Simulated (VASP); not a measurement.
Level of theory: r2SCAN meta-GGA, VASP's PBE PAW potentials (set 64) (plane waves; VASP).

The input files of a VASP run:

POSCAR:
```
Ta
1.0
 -1.6525606242   1.6525606242   1.6525606242
  1.6525606242  -1.6525606242   1.6525606242
  1.6525606242   1.6525606242  -1.6525606242
Ta
1
Cart
  0.0000000000   0.0000000000   0.0000000000
```

### KPOINTS
```
kpoints
0
Gamma
14 14 14
0 0 0
```

**INCAR**
```
ALGO  =  Normal
EDIFF  =  1E-8
EDIFFG  =  -0.001
ENCUT  =  400
IBRION  =  1
ISIF  =  2
ISMEAR  =  1
LASPH  =  .TRUE.
LCHARG  =  .FALSE.
LMAXMIX  =  6
LMIXTAU  =  .TRUE.
LREAL  =  .FALSE.
LWAVE  =  .FALSE.
METAGGA  =  R2SCAN
NELM  =  100
NSW  =  30
PREC  =  Accurate
SIGMA  =  0.1
SYSTEM  =  Ta
```

POTCAR, in this order: Ta_pv (PBE.64 set). Program: vasp_std.

Output

OSZICAR:
```
       N       E                     dE             d eps       ncg     rms          rms(c)
DAV:   1    -0.195686883709E+01   -0.19569E+01   -0.58747E+03  1888   0.983E+02
DAV:   2    -0.513206216599E+02   -0.49364E+02   -0.48511E+02  2449   0.224E+02
DAV:   3    -0.519005657538E+02   -0.57994E+00   -0.57123E+00  2231   0.242E+01
DAV:   4    -0.519053163037E+02   -0.47505E-02   -0.47590E-02  2307   0.166E+00
DAV:   5    -0.519053677118E+02   -0.51408E-04   -0.51407E-04  2174   0.115E-01    0.143E+01
DAV:   6    -0.481060422545E+02    0.37993E+01   -0.13964E+00  1927   0.164E+01    0.565E+00
DAV:   7    -0.486781284772E+02   -0.57209E+00   -0.23310E-01  1887   0.601E+00    0.178E+00
DAV:   8    -0.482408240432E+02    0.43730E+00   -0.34446E-01  1909   0.713E+00    0.769E-01
DAV:   9    -0.485551386488E+02   -0.31431E+00   -0.49855E-02  1907   0.208E+00    0.373E-01
DAV:  10    -0.485815833809E+02   -0.26445E-01   -0.50287E-03  1909   0.796E-01    0.320E-01
DAV:  11    -0.485871282554E+02   -0.55449E-02   -0.59922E-03  1905   0.906E-01    0.617E-02
DAV:  12    -0.485870777051E+02    0.50550E-04   -0.69828E-04  1898   0.288E-01    0.543E-02
DAV:  13    -0.485870977093E+02   -0.20004E-04   -0.62730E-05  2077   0.985E-02    0.229E-02
DAV:  14    -0.485870955769E+02    0.21323E-05   -0.25983E-06  2328   0.216E-02    0.163E-02
DAV:  15    -0.485870964674E+02   -0.89045E-06   -0.11355E-07  2107   0.440E-03    0.137E-02
DAV:  16    -0.485870949283E+02    0.15391E-05   -0.39371E-06  1955   0.263E-02    0.167E-03
DAV:  17    -0.485870958401E+02   -0.91183E-06   -0.88025E-08  1969   0.436E-03    0.297E-04
DAV:  18    -0.485870956981E+02    0.14204E-06   -0.39791E-09   989   0.847E-04    0.322E-04
DAV:  19    -0.485870959335E+02   -0.23546E-06   -0.74376E-09   963   0.123E-03    0.606E-05
DAV:  20    -0.485870958899E+02    0.43643E-07   -0.76344E-10   954   0.375E-04    0.949E-05
DAV:  21    -0.485870959025E+02   -0.12653E-07   -0.85273E-11   954   0.124E-04    0.559E-05
DAV:  22    -0.485870958969E+02    0.56950E-08   -0.13266E-11   951   0.498E-05
   1 F= -.48587096E+02 E0= -.48587196E+02  d E =-.485871E+02
```

File OUTCAR:
```
------------------------ aborting loop because EDIFF is reached ----------------------------------------
  FORCE on cell =-STRESS in cart. coord.  units (eV):
  Direction    XX          YY          ZZ          XY          YZ          ZX
  --------------------------------------------------------------------------------------
  Total        0.0028099      0.0028099      0.0028099     -0.0000000     -0.0000000      0.0000000
  in kB        0.2493804      0.2493804      0.2493804     -0.0000000     -0.0000000      0.0000000
  external PRESSURE =       0.2493804 kB  Pullay stress =       0.0000000 kB
  volume of cell :       18.05
      direct lattice vectors                 reciprocal lattice vectors
    -1.652560624  1.652560624  1.652560624     0.000000000  0.302560761  0.302560761
     1.652560624 -1.652560624  1.652560624     0.302560761  0.000000000  0.302560761
     1.652560624  1.652560624 -1.652560624     0.302560761  0.302560761  0.000000000
 POSITION                                       TOTAL-FORCE (eV/Angst)
 -----------------------------------------------------------------------------------
      0.00000      0.00000      0.00000         0.000000      0.000000     -0.000000
 -----------------------------------------------------------------------------------
    total drift:                               -0.000000     -0.000000      0.000000
  FREE ENERGIE OF THE ION-ELECTRON SYSTEM (eV)
  ---------------------------------------------------
  free  energy   TOTEN  =       -48.5870958969 eV

  energy  without entropy=      -48.5873959172  energy(sigma->0) =      -48.58719590

 reached required accuracy - stopping structural energy minimisation
```
(Selected blocks of OUTCAR.)

### OUTCAR
```
 val. band max:        5.3135016644   @ k =   0.1429   0.0714   0.0000

 cond. band min:       5.3803251889   @ k =  -0.2857   0.2857   0.1429


 Fermi energy:         5.3279923956

 k-point     1 :       0.0000    0.0000    0.0000
  band No.  band energies     occupation
      1     -28.9151      2.00000
      2     -28.9151      2.00000
      3     -28.9151      2.00000
      4      -3.0129      2.00000
      5       6.1511     -0.00000
      6       6.1511     -0.00000
      7       6.1511     -0.00000
      8       9.6342      0.00000
      9       9.6342      0.00000

 k-point     2 :       0.0714    0.0000    0.0000
  band No.  band energies     occupation
      1     -28.9814      2.00000
      2     -28.9353      2.00000
      3     -28.9155      2.00000
      4      -2.7758      2.00000
      5       5.9951     -0.00000
      6       6.1003     -0.00000
      7       6.3817     -0.00000
      8       9.3871      0.00000
      9       9.6332      0.00000

 k-point     3 :       0.1429    0.0000    0.0000
  band No.  band energies     occupation
      1     -29.1635      2.00000
      2     -28.9912      2.00000
      3     -28.9166      2.00000
      4      -2.1053      2.00000
      5       5.5873     -0.00151
      6       5.8707     -0.00000
      7       7.0613     -0.00000
      8       8.9852      0.00000
      9       9.6518      0.00000

 k-point     4 :       0.2143    0.0000    0.0000
  band No.  band energies     occupation
      1     -29.4183      2.00000
      2     -29.0712      2.00000
      3     -28.9182      2.00000
      4      -1.1342      2.00000
      5       5.0598      2.00099
      6       5.4358     -0.06288
      7       8.1522      0.00000
      8       8.9028      0.00000
      9       9.7364      0.00000

 k-point     5 :       0.2857    0.0000    0.0000
  band No.  band energies     occupation
      1     -29.6905      2.00000
      2     -29.1586      2.00000
      3     -28.9201      2.00000
...
```

Unless said otherwise, spin-orbit coupling is left out, though it shifts the bands of the heavy elements here.

The structure comes from a computed database's Ta entry (Im-3m); how it stands against other phases isn't given here. It was relaxed first. The start is the result of an earlier pass.
